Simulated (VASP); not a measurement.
Method: PBE GGA, VASP's PBE PAW potentials (set 64) (plane waves; VASP 6.6.1).

Input for VASP

File KPOINTS:
```
Automatic mesh
0
Gamma
7 7 7
0 0 0
```

INCAR:
```
ALGO  =  Normal
EDIFF  =  1E-8
ENCUT  =  400
GGA  =  PE
ISMEAR  =  0
LASPH  =  T
LCHARG  =  F
LEPSILON  =  T
LMAXMIX  =  4
LREAL  =  F
LWAVE  =  F
NELM  =  100
PREC  =  Accurate
SIGMA  =  0.01
SYSTEM  =  NaI
```

File POSCAR:
```
NaI
3.2566470
  0.0000000000   1.0000001446   1.0000001446
  1.0000001446   0.0000000000   1.0000001446
  1.0000001446   1.0000001446   0.0000000000
Na I
1 1
Cartesian
  0.0000000000   0.0000000000   0.0000000000
  1.0000001446   1.0000001446   1.0000001446
```

POTCAR, in this order: Na_pv I (PBE.64 set). Program: vasp_std.

The run wrote:

### OUTCAR
```


 HEAD OF MICROSCOPIC STATIC DIELECTRIC TENSOR (INDEPENDENT PARTICLE, excluding Hartree and local field effects)
 ------------------------------------------------------
           3.693859    -0.000000     0.000000
           0.000000     3.693859     0.000000
          -0.000000     0.000000     3.693859
 ------------------------------------------------------

 MACROSCOPIC STATIC DIELECTRIC TENSOR (including local field effects in DFT)
 ------------------------------------------------------
           3.340718    -0.000000    -0.000000
          -0.000000     3.340718    -0.000000
           0.000000     0.000000     3.340718
 ------------------------------------------------------

 PIEZOELECTRIC TENSOR (including local field effects)  for field in x, y, z        (e  Angst)
          XX          YY          ZZ          XY          YZ          ZX
  --------------------------------------------------------------------------------
  x     0.00000     0.00000     0.00000     0.00000     0.00000     0.00000
  y     0.00000     0.00000     0.00000     0.00000     0.00000     0.00000
  z     0.00000     0.00000     0.00000     0.00000     0.00000     0.00000

 PIEZOELECTRIC TENSOR (including local field effects)  for field in x, y, z        (C/m^2)
          XX          YY          ZZ          XY          YZ          ZX
  --------------------------------------------------------------------------------
  x     0.00000     0.00000     0.00000     0.00000     0.00000     0.00000
  y     0.00000     0.00000     0.00000     0.00000     0.00000     0.00000
  z     0.00000     0.00000     0.00000     0.00000     0.00000     0.00000

 BORN EFFECTIVE CHARGES (including local field effects) (in |e|, cummulative output)
 ---------------------------------------------------------------------------------
 ion    1
    1     1.20541     0.00000     0.00000
    2     0.00000     1.20541     0.00000
    3     0.00000     0.00000     1.20541
 ion    2
    1    -1.20541     0.00000     0.00000
    2     0.00000    -1.20541     0.00000
    3     0.00000     0.00000    -1.20541
```
(Selected blocks of OUTCAR.)

**OUTCAR**
```
 val. band max:        0.6779577308   @ k =   0.0000   0.0000   0.0000

 cond. band min:       4.2686456512   @ k =   0.0000   0.0000   0.0000


 Fermi energy:         0.7516810888

 k-point     1 :       0.0000    0.0000    0.0000
  band No.  band energies     occupation
      1     -21.7802      2.00000
      2     -21.7802      2.00000
      3     -21.7802      2.00000
      4     -10.2925      2.00000
      5       0.6780      2.00000
      6       0.6780      2.00000
      7       0.6780      2.00000
      8       4.2686      0.00000
      9       8.6062      0.00000
     10       8.6062      0.00000
     11       8.6063      0.00000

 k-point     2 :       0.1429    0.0000    0.0000
  band No.  band energies     occupation
      1     -21.7814      2.00000
      2     -21.7803      2.00000
      3     -21.7803      2.00000
      4     -10.2400      2.00000
      5       0.1210      2.00000
      6       0.6234      2.00000
      7       0.6234      2.00000
      8       4.9028      0.00000
      9       8.1806      0.00000
     10       8.7746      0.00000
     11       8.7746      0.00000

 k-point     3 :       0.2857    0.0000    0.0000
  band No.  band energies     occupation
      1     -21.7832      2.00000
      2     -21.7806      2.00000
      3     -21.7805      2.00000
      4     -10.1167      2.00000
      5      -0.7854      2.00000
      6       0.5074      2.00000
      7       0.5074      2.00000
      8       5.6767      0.00000
      9       8.2886      0.00000
     10       8.5090      0.00000
     11       8.5090      0.00000

 k-point     4 :       0.4286    0.0000    0.0000
  band No.  band energies     occupation
      1     -21.7847      2.00000
      2     -21.7806      2.00000
      3     -21.7806      2.00000
      4     -10.0119      2.00000
      5      -1.3597      2.00000
      6       0.4202      2.00000
      7       0.4202      2.00000
      8       5.7727      0.00000
      9       8.1533      0.00000
...
```

Unless said otherwise, spin-orbit coupling is left out, though it shifts the bands of the heavy elements here.

The compound is NaI in the rock salt structure. It was relaxed first.
